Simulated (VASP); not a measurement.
# Na2ZrS2 (I4/mmm) in VASP: a series of runs

One crystal, Na2ZrS2, is run at these levels: PBE, PBE+D2, PBE+D3; tasks: relaxation of cell and atoms.

Everything below comes from runs of VASP 6.6.1. Logs are shortened: lines on timing, memory, paths and dates and some standing lists are left out, and cuts for length are marked.

### Step 1. Starting point

Symmetry: I4/mmm, No. 139, tetragonal system. The conventional cell has a = 4.952 Å, b = 4.952 Å, c = 8.081 Å, α = 90.00°, β = 90.00°, γ = 90.00°. Around Na (site symmetry 4mm) lie 1 Na at 2.31 Å and 4 S at 2.62 Å. Zr (site symmetry 4/mmm) is surrounded by 2 Na at 2.88 Å and 8 S at 3.20 Å. S (site symmetry -4m2) has 4 Na at 2.62 Å as nearest neighbours.

The cell was built by a generator and needn't be a form met in nature.

### Step 2. Relaxation of cell and atoms, PBE

Input file INCAR:

```
SYSTEM = Na2ZrS2
ALGO     = Fast           ! electronic algorithm
EDIFF    = 1E-7           ! SCF threshold, eV
EDIFFG   = -0.01          ! ionic threshold
ENCUT    = 600            ! plane-wave cutoff, eV
GGA      = PE             ! functional
IBRION   = 2              ! ionic algorithm
ISIF     = 3              ! what is computed and relaxed
ISMEAR   = -1             ! smearing method
LASPH    = .TRUE.         ! aspherical terms in the spheres
LCHARG   = .FALSE.        ! write CHGCAR
LREAL    = .FALSE.        ! projectors in reciprocal space
LWAVE    = .FALSE.        ! write WAVECAR
NELM     = 100            ! most SCF steps
NSW      = 60             ! ionic steps
PREC     = Accurate       ! precision mode
SIGMA    = 0.05           ! smearing width, eV
```

Input file KPOINTS:

```
k-points
0
G
  6 6 6
  0 0 0
```

Input file POSCAR:

```
Na2ZrS2
1.0
   -2.4761800000      2.4761800000      4.0403500000
    2.4761800000     -2.4761800000      4.0403500000
    2.4761800000      2.4761800000     -4.0403500000
Na Zr S
2 1 2
Direct
    0.3567700000      0.3567700000      0.0000000000
    0.6432300000      0.6432300000      0.0000000000
    0.0000000000      0.0000000000      0.0000000000
    0.7500000000      0.2500000000      0.5000000000
    0.2500000000      0.7500000000      0.5000000000
```

Potentials or basis: VASP PAW PBE potentials, release 64 (Na_pv, Zr_sv, S).

On the command line:

```console
$ cat potpaw_PBE.64/Na_pv/POTCAR potpaw_PBE.64/Zr_sv/POTCAR potpaw_PBE.64/S/POTCAR > POTCAR
$ mpirun -np 1 vasp_std > vasp.out
```

OUTCAR:

```text
SYSTEM = Na2ZrS2
   EDIFF = 1E-7
   EDIFFG = -0.01
   ENCUT = 600
   GGA = PE
   IBRION = 2
   ISIF = 3
   ISMEAR = -1
   LASPH = .TRUE.
   LREAL = .FALSE.
   NELM = 100
   NSW = 60
   PREC = Accurate

 ion  position               nearest neighbor table
   1  0.357  0.357  0.000-   2 2.31   5 2.62   4 2.62   4 2.62   5 2.62   3 2.88
   2  0.643  0.643  0.000-   1 2.31   4 2.62   5 2.62   4 2.62   5 2.62   3 2.88
   3  0.000  0.000  0.000-   1 2.88   2 2.88   4 3.20   5 3.20   4 3.20   5 3.20   4 3.20   5 3.20
                             4 3.20   5 3.20
   4  0.750  0.250  0.500-   1 2.62   2 2.62   1 2.62   2 2.62   3 3.20   3 3.20   3 3.20   3 3.20

   5  0.250  0.750  0.500-   1 2.62   2 2.62   1 2.62   2 2.62   3 3.20   3 3.20   3 3.20   3 3.20

  LATTYP: Found a body centered tetragonal cell.
 ALAT       =     4.9523600000
 C/A-ratio  =     1.6316867110

  Lattice vectors:

 A1 = (  -2.4761800000,   2.4761800000,   4.0403500000)
 A2 = (   2.4761800000,  -2.4761800000,   4.0403500000)
 A3 = (   2.4761800000,   2.4761800000,  -4.0403500000)

Analysis of symmetry for initial positions (statically):
=====================================================================
 Subroutine PRICEL returns:
 Original cell was already a primitive cell.

 Routine SETGRP: Setting up the symmetry group for a
 body centered tetragonal supercell.

 Subroutine GETGRP returns: Found 16 space group operations
 (whereof 16 operations were pure point group operations)
 out of a pool of 16 trial point group operations.

The static configuration has the point symmetry D_4h.

Analysis of symmetry for dynamics (positions and initial velocities):
=====================================================================
 Subroutine PRICEL returns:
 Original cell was already a primitive cell.

 Routine SETGRP: Setting up the symmetry group for a
 body centered tetragonal supercell.

 Subroutine GETGRP returns: Found 16 space group operations
 (whereof 16 operations were pure point group operations)
 out of a pool of 16 trial point group operations.

The dynamic configuration has the point symmetry D_4h.

 Subroutine INISYM returns: Found 16 space group operations
 (whereof 16 operations are pure point group operations),
 and found     1 'primitive' translations

----------------------------------------------------------------------------------------

                                     Primitive cell

  volume of cell :      99.0931

  direct lattice vectors                    reciprocal lattice vectors
    -2.476180000  2.476180000  4.040350000     0.000000000  0.201923931  0.123751655
     2.476180000 -2.476180000  4.040350000     0.201923931  0.000000000  0.123751655
     2.476180000  2.476180000 -4.040350000     0.201923931  0.201923931  0.000000000

  length of vectors
     5.346715151  5.346715151  5.346715151     0.236828516  0.236828516  0.285563562

  position of ions in fractional coordinates (direct lattice)
     0.356770000  0.356770000  0.000000000
     0.643230000  0.643230000  0.000000000
     0.000000000  0.000000000  0.000000000
     0.750000000  0.250000000  0.500000000
     0.250000000  0.750000000  0.500000000

  ion indices of the primitive-cell ions
   primitive index   ion index
                 1           1
                 2           2
                 3           3
                 4           4
                 5           5

----------------------------------------------------------------------------------------

 KPOINTS: k-points

Automatic generation of k-mesh.
 Grid dimensions read from file:
 generate k-points for:    6    6    6

 Generating k-lattice:

  Cartesian coordinates                     Fractional coordinates (reciprocal lattice)
     0.000000000  0.033653989  0.020625276     0.166666667  0.000000000  0.000000000
     0.033653989  0.000000000  0.020625276     0.000000000  0.166666667  0.000000000
     0.033653989  0.033653989  0.000000000     0.000000000  0.000000000  0.166666667

  Length of vectors
     0.039471419  0.039471419  0.047593927

  Shift w.r.t. Gamma in fractional coordinates (k-lattice)
     0.000000000  0.000000000  0.000000000

 Subroutine IBZKPT returns following result:
 ===========================================

 Found     30 irreducible k-points:

 Following reciprocal coordinates:
            Coordinates               Weight
  0.000000  0.000000  0.000000      1.000000
  0.166667  0.000000 -0.000000      8.000000
  0.333333  0.000000  0.000000      8.000000
  0.500000  0.000000 -0.000000      4.000000
  0.166667  0.166667 -0.000000      8.000000
  0.333333  0.166667 -0.000000     16.000000
[... 16 lines left out ...]
 -0.333333 -0.333333  0.166667      8.000000
 -0.166667 -0.333333  0.166667      8.000000
 [... further k-points ...]
   k-points           NKPTS =     30   k-points in BZ     NKDIM =     30   number of bands    NBANDS=     23
   number of dos      NEDOS =    301   number of ions     NIONS =      5
   total plane-waves  NPLWV = 110592
   dimension x,y,z NGX =    48 NGY =   48 NGZ =   48
   dimension x,y,z NGXF=    96 NGYF=   96 NGZF=   96
   ions per type =               2   1   2
   NGX,Y,Z   is equivalent  to a cutoff of  14.92, 14.92, 14.92 a.u.
   NGXF,Y,Z  is equivalent  to a cutoff of  29.85, 29.85, 29.85 a.u.
 SYSTEM =  Na2ZrS2
   PREC   = accura    normal or accurate (medium, high low for compatibility)
   ISTART =      0    job   : 0-new  1-cont  2-samecut
   ICHARG =      2    charge: 1-file 2-atom 10-const
   ISPIN  =      1    spin polarized calculation?
   LNONCOLLINEAR =      F non collinear calculations
   LSORBIT =      F    spin-orbit coupling
   LASPH  =      T    aspherical Exc in radial PAW
   ENCUT  =  600.0 eV  44.10 Ry    6.64 a.u.  10.68 10.68 10.68*2*pi/ulx,y,z
   NELM   =    100;   NELMIN=  2; NELMDL= -5     # of ELM steps
   EDIFF  = 0.1E-06   stopping-criterion for ELM
   LREAL  =      F    real-space projection
   EDIFFG = -.1E-01   stopping-criterion for IOM
   NSW    =     60    number of steps for IOM
   IBRION =      2    ionic relax: 0-MD 1-quasi-New 2-CG
   NFREE  =      1    steps in history (QN), initial steepest desc. (CG)
   ISIF   =      3    stress and relaxation
   ISYM   =      2    0-nonsym 1-usesym 2-fastsym
   POTIM  = 0.5000    time-step for ionic-motion
   TEBEG  =    0.0;   TEEND  =   0.0 temperature during run
   PSTRESS=    0.0 pullay stress
   NELECT =      38.0000    total number of electrons
   NUPDOWN=      -1.0000    fix difference up-down
   EMIN   =  10.00;   EMAX   =-10.00  energy-range for DOS
   EFERMI =   0.00;   METHOD = LEGACY
   ISMEAR =    -1;   SIGMA  =   0.05  broadening in eV -4-tet -1-fermi 0-gaus
   EFERMI_NEDOS =   21; number of points for ismear=-14 and -15
   IALGO  =     68    algorithm
   IMIX   =      4    mixing-type and parameters
     AMIX     =   0.40;   BMIX     =  1.00
     AMIX_MAG =   1.60;   BMIX_MAG =  1.00
  volume/ion in A,a.u.               =      19.82       133.74
  Fermi-wavevector in a.u.,A,eV,Ry     =   1.189383  2.247607 19.247221  1.414631
  Thomas-Fermi vector in A             =   2.325491
   LORBIT       =      0    0 simple, 1 ext, 2 COOP (PROOUT), +10 PAW based schemes
   GGA     = PE    functional components
   LHFCALC =     F    Hartree Fock is set to
   AEXX    =    0.0000 exact exchange contribution
   IVDW    =     0    specifies the selected vdW correction
   LEPSILON=     F    determine dielectric tensor
   LRPA    =     F    only Hartree local field effects (RPA)
 conjugate gradient relaxation of ions
 non-spin polarized calculation
 RMM-DIIS sequential band-by-band and
  energy-cutoff  :      600.00
  volume of cell :       99.09
 maximum number of plane-waves:      3336
 NGX is ok and might be reduce to    48
   NGX = 21   NGY = 21   NGZ = 21

--------------------------------------- Ionic step        1  -------------------------------------------

 number of electron      38.0000001 magnetization

 Free energy of the ion-electron system (eV)
  ---------------------------------------------------
  ext. energy  EPLUGINS =         0.00000000
  ---------------------------------------------------
  free energy    TOTEN  =       -20.59860649 eV

  energy without entropy =      -20.55234819  energy(sigma->0) =      -20.57547734

------------------------ aborting loop because EDIFF is reached ----------------------------------------

  FORCE on cell =-STRESS in cart. coord.  units (eV):
  Direction    XX          YY          ZZ          XY          YZ          ZX
  --------------------------------------------------------------------------------------
  -------------------------------------------------------------------------------------
  Total       -1.4895862     -1.4895862      0.8260633      0.0000000     -0.0000000      0.0000000
  in kB      -24.0842331    -24.0842331     13.3561267      0.0000000     -0.0000000      0.0000000
  external PRESSURE =     -11.6041131 kB  Pullay stress =       0.0000000 kB
[... 180 lines left out ...]
  energy  without entropy=      -20.5859177895  energy(sigma->0) =      -20.60629513

--------------------------------------- Ionic step        6  -------------------------------------------

 number of electron      37.9999992 magnetization

 Free energy of the ion-electron system (eV)
  ---------------------------------------------------
  ext. energy  EPLUGINS =         0.00000000
  ---------------------------------------------------
  free energy    TOTEN  =       -20.62682971 eV

  energy without entropy =      -20.58611019  energy(sigma->0) =      -20.60646995

 E-fermi :   5.7939     XC(G=0):  -9.7716

 val. band max:        5.7935726025   @ k =   0.0000   0.0000   0.0000
 cond. band min:       5.8129561687   @ k =  -0.3333   0.3333   0.0000
 fundamental gap:      0.0193835662
 Fermi energy:         5.7939327317

 k-point     1 :       0.0000    0.0000    0.0000
  band No.  band energies     occupation
      1     -44.5936      2.00000
      2     -22.6204      2.00000
      3     -22.5380      2.00000
      4     -22.5380      2.00000
      5     -19.1017      2.00000
      6     -18.6676      2.00000
[... 613 lines left out ...]
     22       7.1927      0.00000
     23       7.5403      0.00000

 [... further k-points ...]

------------------------ aborting loop because EDIFF is reached ----------------------------------------

  FORCE on cell =-STRESS in cart. coord.  units (eV):
  Direction    XX          YY          ZZ          XY          YZ          ZX
  --------------------------------------------------------------------------------------
  -------------------------------------------------------------------------------------
  Total       -0.0118112     -0.0118112     -0.0487376      0.0000000      0.0000000      0.0000000
  in kB       -0.1948816     -0.1948816     -0.8041565      0.0000000      0.0000000      0.0000000
  external PRESSURE =      -0.3979732 kB  Pullay stress =       0.0000000 kB
[... 20 lines left out ...]
  FREE ENERGIE OF THE ION-ELECTRON SYSTEM (eV)
  ---------------------------------------------------
  free  energy   TOTEN  =       -20.6268297075 eV

  energy  without entropy=      -20.5861101947  energy(sigma->0) =      -20.60646995

 reached required accuracy - stopping structural energy minimisation
```

Wall time 17 min (1 thread of Intel Xeon Platinum 8259CL at 2.50GHz (Skylake/Cascade Lake), shared host); peak memory 0.38 GiB.

Results:

* Free energy: -20.6268 eV
* Relaxed volume: 19.42 Å³/atom
* Relaxed cell: a = 5.344 Å, b = 5.344 Å, c = 5.344 Å, α = 125.71°, β = 125.71°, γ = 80.36°
* Space group after relaxing (to 0.05 Å): I4/mmm (No. 139)
* Energy gained by relaxing: 5.6 meV/atom
* Ionic steps: 6
* Pressure after relaxing: 0.0 GPa
* Largest force after relaxing: 0.009 eV/Å
* Band gap on the k mesh: none (metal or under the smearing width)

Forces in eV/Å, atoms in the order of the input:
```
Na   0.000  0.000  0.009
Na   0.000  0.000 -0.009
Zr   0.000  0.000  0.000
S    0.000  0.000  0.000
S    0.000  0.000  0.000
```

Step by step:
```tsv
step	energy change (eV)	largest force (eV/Å)	pressure (GPa)	volume (Å³)
1	0.0000	0.0493	-1.16	99.09
2	-0.0267	0.1056	0.08	97.03
3	-0.0268	0.1095	0.17	96.90
4	-0.0279	0.0552	0.00	97.13
5	-0.0281	0.0220	-0.10	97.27
6	-0.0282	0.0092	-0.04	97.10
```

Final structure:
```
Na Zr S
1.0
    -2.43830    2.43830    4.08321
     2.43830   -2.43830    4.08321
     2.43830    2.43830   -4.08321
Na Zr S
2 1 2
Direct
  0.35840 0.35840 0.00000
  0.64160 0.64160 0.00000
  0.00000 0.00000 0.00000
  0.75000 0.25000 0.50000
  0.25000 0.75000 0.50000
```

### Step 3. Relaxation of cell and atoms, PBE+D2

Changes to INCAR since step 2:

```diff
@@ -9,2 +9,3 @@
 ISMEAR   = -1             ! smearing method
+IVDW     = 1              ! dispersion correction
 LASPH    = .TRUE.         ! aspherical terms in the spheres
```

KPOINTS is that of step 2.

POSCAR is that of step 2.

Potentials or basis: VASP PAW PBE potentials, release 64 (Na_pv, Zr_sv, S).

On the command line:

```console
$ cat potpaw_PBE.64/Na_pv/POTCAR potpaw_PBE.64/Zr_sv/POTCAR potpaw_PBE.64/S/POTCAR > POTCAR
$ mpirun -np 1 vasp_std > vasp.out
```

OUTCAR:

```text
SYSTEM = Na2ZrS2
   EDIFF = 1E-7
   EDIFFG = -0.01
   ENCUT = 600
   GGA = PE
   IBRION = 2
   ISIF = 3
   ISMEAR = -1
   IVDW = 1
   LASPH = .TRUE.
   LREAL = .FALSE.
   NELM = 100
   NSW = 60
   PREC = Accurate
  IVDW =   1

 ion  position               nearest neighbor table
   1  0.357  0.357  0.000-   2 2.31   5 2.62   4 2.62   4 2.62   5 2.62   3 2.88
   2  0.643  0.643  0.000-   1 2.31   4 2.62   5 2.62   4 2.62   5 2.62   3 2.88
   3  0.000  0.000  0.000-   1 2.88   2 2.88   4 3.20   5 3.20   4 3.20   5 3.20   4 3.20   5 3.20
                             4 3.20   5 3.20
   4  0.750  0.250  0.500-   1 2.62   2 2.62   1 2.62   2 2.62   3 3.20   3 3.20   3 3.20   3 3.20

   5  0.250  0.750  0.500-   1 2.62   2 2.62   1 2.62   2 2.62   3 3.20   3 3.20   3 3.20   3 3.20

  LATTYP: Found a body centered tetragonal cell.
 ALAT       =     4.9523600000
 C/A-ratio  =     1.6316867110

  Lattice vectors:

 A1 = (  -2.4761800000,   2.4761800000,   4.0403500000)
 A2 = (   2.4761800000,  -2.4761800000,   4.0403500000)
 A3 = (   2.4761800000,   2.4761800000,  -4.0403500000)

Analysis of symmetry for initial positions (statically):
=====================================================================
 Subroutine PRICEL returns:
 Original cell was already a primitive cell.

 Routine SETGRP: Setting up the symmetry group for a
 body centered tetragonal supercell.

 Subroutine GETGRP returns: Found 16 space group operations
[... 162 lines left out ...]

--------------------------------------- Ionic step        1  -------------------------------------------

 number of electron      38.0000001 magnetization

 Free energy of the ion-electron system (eV)
  ---------------------------------------------------
  ext. energy  EPLUGINS =         0.00000000
  ---------------------------------------------------
  free energy    TOTEN  =       -20.59860649 eV

  energy without entropy =      -20.55234819  energy(sigma->0) =      -20.57547734

------------------------ aborting loop because EDIFF is reached ----------------------------------------

  DFT-D2 method for vdW energy calculation

  Number of pair interactions contributing to vdW energy:   79188
[... 171 lines left out ...]
--------------------------------------- Ionic step        5  -------------------------------------------

 number of electron      37.9999992 magnetization

 Free energy of the ion-electron system (eV)
  ---------------------------------------------------
  ext. energy  EPLUGINS =         0.00000000
  ---------------------------------------------------
  free energy    TOTEN  =       -20.62349343 eV

  energy without entropy =      -20.58408609  energy(sigma->0) =      -20.60378976

 E-fermi :   5.9176     XC(G=0):  -9.8325

 val. band max:        5.9175737578   @ k =   0.0000   0.0000   0.0000
 cond. band min:       5.9365794650   @ k =  -0.3333   0.3333   0.0000
 fundamental gap:      0.0190057072
 Fermi energy:         5.9176443926

 k-point     1 :       0.0000    0.0000    0.0000
  band No.  band energies     occupation
      1     -44.4498      2.00000
      2     -22.4809      2.00000
      3     -22.3948      2.00000
      4     -22.3948      2.00000
      5     -18.9813      2.00000
      6     -18.5415      2.00000
[... 613 lines left out ...]
     22       7.3402      0.00000
     23       7.6999      0.00000

 [... further k-points ...]

------------------------ aborting loop because EDIFF is reached ----------------------------------------

  DFT-D2 method for vdW energy calculation

  Number of pair interactions contributing to vdW energy:   81900
[... 30 lines left out ...]
  FREE ENERGIE OF THE ION-ELECTRON SYSTEM (eV)
  ---------------------------------------------------
  free  energy   TOTEN  =       -22.3070786753 eV

  energy  without entropy=      -22.2676713387  energy(sigma->0) =      -22.28737501

 reached required accuracy - stopping structural energy minimisation
```

OSZICAR:

```text
N       E                     dE             d eps       ncg     rms          rms(c)
DAV:   1     0.421683362514E+03    0.42168E+03   -0.20655E+04  1380   0.197E+03
DAV:   2     0.203144893635E+02   -0.40137E+03   -0.39471E+03  1443   0.507E+02
DAV:   3    -0.211661906538E+02   -0.41481E+02   -0.40901E+02  1804   0.152E+02
[... 102 lines left out ...]
RMM:   4    -0.206234885825E+02   -0.17707E-04   -0.18116E-04  1926   0.105E-01    0.141E-02
RMM:   5    -0.206234915968E+02   -0.30143E-05   -0.27207E-05  1957   0.318E-02    0.130E-02
RMM:   6    -0.206234928650E+02   -0.12682E-05   -0.53551E-06  1836   0.129E-02    0.445E-03
RMM:   7    -0.206234934423E+02   -0.57727E-06   -0.22564E-06  1654   0.928E-03    0.196E-03
RMM:   8    -0.206234934198E+02    0.22470E-07   -0.15240E-06  1287   0.594E-03    0.907E-04
RMM:   9    -0.206234934253E+02   -0.54629E-08   -0.84559E-07  1247   0.439E-03
   5 F= -.22307079E+02 E0= -.22287375E+02  d E =-.192394E-02
```

It took 22 min on 1 thread of Intel Xeon Platinum 8259CL at 2.50GHz (Skylake/Cascade Lake), shared host; peak memory 0.38 GiB.

What came out:

```yaml
Free_energy: -22.3071 eV
Relaxed_volume: 19.16 Å³/atom
Relaxed_cell: a = 5.325 Å, b = 5.325 Å, c = 5.325 Å, α = 125.83°, β = 125.83°, γ = 80.17°
Space_group_after_relaxing_to_0.05_Å: I4/mmm (No. 139)
Energy_gained_by_relaxing: 9.2 meV/atom
Ionic_steps: 5
Pressure_after_relaxing: 0.0 GPa
Largest_force_after_relaxing: 0.004 eV/Å
Band_gap_on_the_k_mesh: none (metal or under the smearing width)
Dispersion_energy_per_atom: -0.337 eV
```

Forces in eV/Å, atoms in the order of the input:
```
Na   0.000  0.000  0.004
Na   0.000  0.000 -0.004
Zr   0.000  0.000  0.000
S    0.000  0.000  0.000
S    0.000  0.000  0.000
```

Step by step:
| step | energy change (eV) | largest force (eV/Å) | pressure (GPa) | volume (Å³) |
| --- | --- | --- | --- | --- |
| 1 | 0.0000 | 0.0756 | -1.53 | 99.09 |
| 2 | -0.0437 | 0.1527 | -0.23 | 96.37 |
| 3 | -0.0440 | 0.1606 | -0.10 | 96.14 |
| 4 | -0.0458 | 0.0464 | -0.01 | 95.88 |
| 5 | -0.0460 | 0.0038 | 0.02 | 95.79 |

Final structure:
```
Na Zr S
1.0
    -2.42442    2.42442    4.07414
     2.42442   -2.42442    4.07414
     2.42442    2.42442   -4.07414
Na Zr S
2 1 2
Direct
  0.35861 0.35861 0.00000
  0.64139 0.64139 0.00000
  0.00000 0.00000 0.00000
  0.75000 0.25000 0.50000
  0.25000 0.75000 0.50000
```

Caveat: atom-pairwise D2, TS and ULG terms overbind metals; pairwise dispersion overbinds metals, which lowers pressure and volume.

(Continued in part 2 of 2.)
